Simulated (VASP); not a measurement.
**Li₃NaCl₄ (ordered alloy cell): computed properties**

Calculation: PBEsol GGA, VASP's PBE PAW potentials (set 64) (plane waves; VASP 6.6.1).

| Item | Value |
|---|---|
| space group | Cmmm (65) |
| cell | a = 7.3643 Å, b = 10.4087 Å, c = 3.6800 Å, α = 90.00°, β = 90.00°, γ = 90.00° |
| volume per atom | 17.63 Å³/atom |
| band gap (over mesh and band path) | 5.86 eV |
| smallest direct gap (over mesh and band path) | 5.86 eV |
| band-edge character | direct, Γ to Γ |
| density | 2.19 g/cm³ |

```
Li3NaCl4
1.0
   -0.00150     5.20582     5.20434
    5.20582    -0.00150     5.20434
    2.60216     2.60216     0.00000
Na Cl Li
1 4 3
Cartesian
  2.60066   7.80798   5.20434
  2.60216   2.60216   2.68319
  5.12400   2.68248   5.20434
  2.68248   5.12400   5.20434
  5.20432   5.20432   7.72549
  5.20357   7.80723   7.80652
  2.60141   5.20507   2.60217
  5.20432   5.20432   5.20434
```

The structure was generated: Li3NaCl4 was put into an ordered model structure (Cmmm), which need not be its known phase. It was relaxed first. Symmetry was kept, so distortions that lower it aren't found.
